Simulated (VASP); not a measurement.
All values below come from PBE GGA, VASP's PBE PAW potentials (set 64) (plane waves; VASP).

The input files of a VASP run:

KPOINTS:
```
kpoints
0
Gamma
 9 9 9
```

**INCAR**
```
# general
SYSTEM  =MgS
PREC    =Accurate
ENCUT   =400   # plane-wave cut-off (eV)
LREAL   =.FALSE.
LASPH   =.TRUE.

# electronic loop
EDIFF   =1E-8
NELM    =100   # most electronic steps
ALGO    =Normal   # blocked Davidson

# smearing
ISMEAR  =0   # Gaussian
SIGMA   =0.01

# functional
GGA     =PE

# output
LWAVE   =.FALSE.
LCHARG  =.FALSE.

# other
LEPSILON=.TRUE.
```

### POSCAR
```
MgS
3.6934070
  0.0000000000   0.7071068515   0.7071068515
  0.7071068515   0.0000000000   0.7071068515
  0.7071068515   0.7071068515   0.0000000000
Mg S
1 1
Cartesian
  0.0000000000   0.0000000000   0.0000000000
  0.7071068515   0.7071068515   0.7071068515
```

POTCAR, in this order: Mg S (PBE.64 set). Program: vasp_std.

Output

File OSZICAR:
```
...
  Direction:   3
       N       E                     dE             d eps       ncg     rms
RMM:   1    -0.274439813462E+02   -0.27444E+02    0.76485E+01  1230   0.546E+01
RMM:   2    -0.231789794602E+02    0.42650E+01   -0.24696E+00   905   0.111E+01
RMM:   3    -0.231830875658E+02   -0.41081E-02   -0.50184E-02   918   0.170E+00
RMM:   4    -0.231832034470E+02   -0.11588E-03   -0.70347E-04   965   0.230E-01
RMM:   5    -0.231832193744E+02   -0.15927E-04   -0.25476E-05   970   0.373E-02
RMM:   6    -0.231832199771E+02   -0.60273E-06   -0.74151E-07   986   0.663E-03
RMM:   7    -0.231832200088E+02   -0.31761E-07   -0.23896E-07   969   0.125E-03
RMM:   8    -0.231832199979E+02    0.10953E-07   -0.78981E-07   837   0.258E-04
RMM:   9    -0.231832201344E+02   -0.13652E-06   -0.87194E-07   694   0.754E-05
RMM:  10    -0.231832201500E+02   -0.15632E-07   -0.16653E-07   590   0.479E-05
RMM:  11    -0.231832201502E+02   -0.12023E-09   -0.99866E-07   474   0.454E-05
RMM:  12    -0.231832201499E+02    0.28745E-09   -0.14598E-06   382   0.454E-05
RMM:  13    -0.231832201500E+02   -0.11647E-09    0.15171E-07   321   0.453E-05
 Linear response to external field (no local field effect), progress :
  Direction:   1
       N       E                     dE             d eps       ncg     rms          rms(c)
RMM:   1    -0.566569207349E+00   -0.56657E+00   -0.21939E+00  1204   0.377E+00
RMM:   2    -0.576075106737E+00   -0.95059E-02   -0.81107E-03   925   0.628E-01
RMM:   3    -0.576154478247E+00   -0.79372E-04   -0.13628E-04   920   0.722E-02
RMM:   4    -0.576156243400E+00   -0.17652E-05   -0.25886E-06   948   0.101E-02
RMM:   5    -0.576156275025E+00   -0.31624E-07   -0.78574E-08   904   0.138E-03
RMM:   6    -0.576156276352E+00   -0.13270E-08   -0.37364E-09   815   0.224E-04
 Linear response to external field (no local field effect), progress :
  Direction:   2
       N       E                     dE             d eps       ncg     rms          rms(c)
RMM:   1    -0.568688706504E+00   -0.56869E+00   -0.22030E+00  1198   0.372E+00
RMM:   2    -0.578035006658E+00   -0.93463E-02   -0.83715E-03   934   0.622E-01
RMM:   3    -0.578102766728E+00   -0.67760E-04   -0.13267E-04   925   0.714E-02
RMM:   4    -0.578104361084E+00   -0.15944E-05   -0.23949E-06   968   0.979E-03
RMM:   5    -0.578104386159E+00   -0.25074E-07   -0.69974E-08   917   0.132E-03
RMM:   6    -0.578104387159E+00   -0.10007E-08   -0.21986E-09   819   0.208E-04
 Linear response to external field (no local field effect), progress :
  Direction:   3
       N       E                     dE             d eps       ncg     rms          rms(c)
RMM:   1    -0.295355806467E+00   -0.29536E+00   -0.93507E-01  1161   0.294E+00
RMM:   2    -0.298788536809E+00   -0.34327E-02   -0.55330E-03   918   0.506E-01
RMM:   3    -0.298823894670E+00   -0.35358E-04   -0.12156E-04   904   0.631E-02
RMM:   4    -0.298824666944E+00   -0.77227E-06   -0.24928E-06   937   0.911E-03
RMM:   5    -0.298824679035E+00   -0.12091E-07   -0.76935E-08   868   0.124E-03
RMM:   6    -0.298824679239E+00   -0.20369E-09   -0.28835E-09   731   0.208E-04
 Linear response to external field, progress :
  Direction:   1
       N       E                     dE             d eps       ncg     rms          rms(c)
RMM:   1    -0.477130685196E+00   -0.47713E+00   -0.17799E+00  2535   0.347E+00
RMM:   2    -0.484296745188E+00   -0.71661E-02   -0.73687E-03  1973   0.582E-01    0.146E+00
RMM:   3    -0.445964159788E+00    0.38333E-01   -0.52450E-02  1849   0.128E+00    0.748E-01
RMM:   4    -0.461451476996E+00   -0.15487E-01   -0.25316E-02  1935   0.950E-01    0.250E-01
RMM:   5    -0.479249226690E+00   -0.17798E-01   -0.11825E-03  1902   0.290E-01    0.662E-02
RMM:   6    -0.479004224441E+00    0.24500E-03   -0.15280E-05  2024   0.343E-02    0.508E-02
RMM:   7    -0.479262657232E+00   -0.25843E-03   -0.71508E-05  1908   0.522E-02    0.870E-03
RMM:   8    -0.479488046721E+00   -0.22539E-03   -0.60564E-06  1956   0.166E-02    0.334E-03
RMM:   9    -0.479469266017E+00    0.18781E-04   -0.63524E-07  2101   0.309E-03    0.727E-04
RMM:  10    -0.479504805371E+00   -0.35539E-04   -0.18156E-06  2059   0.832E-04    0.139E-04
RMM:  11    -0.479503155680E+00    0.16497E-05   -0.91612E-08  1953   0.145E-04    0.570E-05
RMM:  12    -0.479504977755E+00   -0.18221E-05    0.12021E-07  1165   0.578E-05    0.121E-05
RMM:  13    -0.479504872576E+00    0.10518E-06    0.38127E-08   621   0.483E-05    0.306E-06
 Linear response to external field, progress :
  Direction:   2
       N       E                     dE             d eps       ncg     rms          rms(c)
RMM:   1    -0.476702264304E+00   -0.47670E+00   -0.17756E+00  2543   0.348E+00
RMM:   2    -0.484300963732E+00   -0.75987E-02   -0.73071E-03  1977   0.585E-01    0.146E+00
RMM:   3    -0.445959240269E+00    0.38342E-01   -0.52409E-02  1854   0.128E+00    0.748E-01
RMM:   4    -0.461453289476E+00   -0.15494E-01   -0.25341E-02  1940   0.951E-01    0.250E-01
RMM:   5    -0.479248269376E+00   -0.17795E-01   -0.11854E-03  1902   0.290E-01    0.661E-02
RMM:   6    -0.479002519166E+00    0.24575E-03   -0.15506E-05  2036   0.345E-02    0.506E-02
RMM:   7    -0.479263433145E+00   -0.26091E-03   -0.71500E-05  1912   0.522E-02    0.869E-03
RMM:   8    -0.479488133668E+00   -0.22470E-03   -0.59974E-06  1963   0.166E-02    0.333E-03
RMM:   9    -0.479469266664E+00    0.18867E-04   -0.78142E-08  2105   0.310E-03    0.738E-04
RMM:  10    -0.479504816036E+00   -0.35549E-04    0.40346E-07  2071   0.822E-04    0.138E-04
RMM:  11    -0.479503178314E+00    0.16377E-05   -0.21367E-07  1951   0.144E-04    0.572E-05
RMM:  12    -0.479504963047E+00   -0.17847E-05    0.12787E-07  1166   0.569E-05    0.122E-05
RMM:  13    -0.479504862342E+00    0.10071E-06    0.82535E-09   635   0.492E-05    0.308E-06
 Linear response to external field, progress :
  Direction:   3
       N       E                     dE             d eps       ncg     rms          rms(c)
RMM:   1    -0.476780766267E+00   -0.47678E+00   -0.17764E+00  2542   0.348E+00
RMM:   2    -0.484299477948E+00   -0.75187E-02   -0.73249E-03  1976   0.584E-01    0.146E+00
RMM:   3    -0.445957792483E+00    0.38342E-01   -0.52433E-02  1855   0.128E+00    0.748E-01
RMM:   4    -0.461451083675E+00   -0.15493E-01   -0.25333E-02  1941   0.951E-01    0.250E-01
RMM:   5    -0.479249828893E+00   -0.17799E-01   -0.11844E-03  1902   0.290E-01    0.661E-02
RMM:   6    -0.479003662230E+00    0.24617E-03   -0.15458E-05  2040   0.344E-02    0.506E-02
RMM:   7    -0.479263628206E+00   -0.25997E-03   -0.71293E-05  1911   0.521E-02    0.868E-03
RMM:   8    -0.479488116111E+00   -0.22449E-03   -0.59853E-06  1952   0.166E-02    0.332E-03
RMM:   9    -0.479469296096E+00    0.18820E-04   -0.98136E-08  2097   0.310E-03    0.738E-04
RMM:  10    -0.479504803943E+00   -0.35508E-04    0.19185E-07  2084   0.823E-04    0.139E-04
RMM:  11    -0.479503171500E+00    0.16324E-05    0.87290E-08  1956   0.143E-04    0.573E-05
RMM:  12    -0.479504961659E+00   -0.17902E-05    0.24311E-07  1144   0.570E-05    0.121E-05
RMM:  13    -0.479504855777E+00    0.10588E-06    0.21045E-08   632   0.493E-05    0.304E-06
```

OUTCAR:
```
------------------------ aborting loop because EDIFF is reached ----------------------------------------

 HEAD OF MICROSCOPIC STATIC DIELECTRIC TENSOR (INDEPENDENT PARTICLE, excluding Hartree and local field effects)
 ------------------------------------------------------
           5.920387    -0.000000     0.000000
           0.000000     5.920387     0.000000
          -0.000000    -0.000000     5.920387
 ------------------------------------------------------

 MACROSCOPIC STATIC DIELECTRIC TENSOR (including local field effects in DFT)
 ------------------------------------------------------
           5.389748     0.000000    -0.000000
          -0.000000     5.389748    -0.000000
          -0.000000    -0.000000     5.389748
 ------------------------------------------------------

 PIEZOELECTRIC TENSOR (including local field effects)  for field in x, y, z        (e  Angst)
          XX          YY          ZZ          XY          YZ          ZX
  --------------------------------------------------------------------------------
  x     0.00000     0.00000     0.00000     0.00000     0.00000     0.00000
  y     0.00000     0.00000     0.00000     0.00000     0.00000     0.00000
  z     0.00000     0.00000     0.00000     0.00000     0.00000     0.00000

 PIEZOELECTRIC TENSOR (including local field effects)  for field in x, y, z        (C/m^2)
          XX          YY          ZZ          XY          YZ          ZX
  --------------------------------------------------------------------------------
  x     0.00000     0.00000     0.00000     0.00000     0.00000     0.00000
  y     0.00000     0.00000     0.00000     0.00000     0.00000     0.00000
  z     0.00000     0.00000     0.00000     0.00000     0.00000     0.00000

 BORN EFFECTIVE CHARGES (including local field effects) (in |e|, cummulative output)
 ---------------------------------------------------------------------------------
 ion    1
    1     2.33549     0.00000    -0.00000
    2     0.00000     2.33549    -0.00000
    3     0.00000    -0.00000     2.33549
 ion    2
    1    -2.33549    -0.00000     0.00000
    2    -0.00000    -2.33549     0.00000
    3    -0.00000     0.00000    -2.33549
```
(Selected blocks of OUTCAR.)

OUTCAR:
```
 val. band max:        3.6238663066   @ k =   0.0000   0.0000   0.0000

 cond. band min:       6.5036129333   @ k =   0.4444   0.4444   0.0000


 Fermi energy:         3.6700444804

 k-point     1 :       0.0000    0.0000    0.0000
  band No.  band energies     occupation
      1      -8.9786      2.00000
      2       3.6239      2.00000
      3       3.6239      2.00000
      4       3.6239      2.00000
      5       7.2438      0.00000
      6      11.5853      0.00000
      7      11.5853      0.00000
      8      11.5853      0.00000

 k-point     2 :       0.1111    0.0000    0.0000
  band No.  band energies     occupation
      1      -8.8609      2.00000
      2       2.7647      2.00000
      3       3.5447      2.00000
      4       3.5447      2.00000
      5       7.9288      0.00000
      6      11.2898      0.00000
      7      11.7959      0.00000
      8      11.7959      0.00000

 k-point     3 :       0.2222    0.0000    0.0000
  band No.  band energies     occupation
      1      -8.5349      2.00000
      2       1.2259      2.00000
      3       3.3604      2.00000
      4       3.3604      2.00000
      5       8.5398      0.00000
      6      11.5836      0.00000
      7      11.5996      0.00000
      8      11.5996      0.00000

 k-point     4 :       0.3333    0.0000    0.0000
  band No.  band energies     occupation
      1      -8.0977      2.00000
      2      -0.1720      2.00000
      3       3.1737      2.00000
      4       3.1737      2.00000
      5       8.3816      0.00000
      6      10.9491      0.00000
      7      10.9491      0.00000
      8      12.8639      0.00000

 k-point     5 :       0.4444    0.0000    0.0000
  band No.  band energies     occupation
      1      -7.7546      2.00000
      2      -1.0270      2.00000
      3       3.0624      2.00000
      4       3.0624      2.00000
      5       8.1830      0.00000
      6      10.5668      0.00000
      7      10.5668      0.00000
...
```

The compound is MgS in the rock salt structure. It was relaxed first.
